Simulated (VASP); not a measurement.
**AlGa3As4 (ordered alloy cell): computed properties**

Computed with PBEsol GGA, VASP's PBE PAW potentials (set 64) (plane waves; VASP).

| Property | Value |
|---|---|
| space group | P-43m (215) |
| cell | a = 5.6605 Å, b = 5.6605 Å, c = 5.6605 Å, α = 90.00°, β = 90.00°, γ = 90.00° |
| volume per atom | 22.67 Å^3/atom |
| band gap (over mesh and band path) | 0.77 eV |
| smallest direct gap (over mesh and band path) | 0.77 eV |
| band-edge character | direct, Γ to Γ |
| density | 4.91 g/cm³ |

Space group P-43m (No. 215); a = b = c = 5.6605 Å, α = β = γ = 90.00°

```tsv
atom	site	symmetry	x	y	z
Ga	3d	-42.m	0.0000	0.0000	0.5000
As	4e	.3m	0.7500	0.7500	0.7500
Al	1b	-43m	0.5000	0.5000	0.5000
```

The structure was generated: AlGa3As4 was put into an ordered model structure (P-43m), which need not be its known phase. It was relaxed first. Symmetry was kept, so distortions that lower it aren't found.
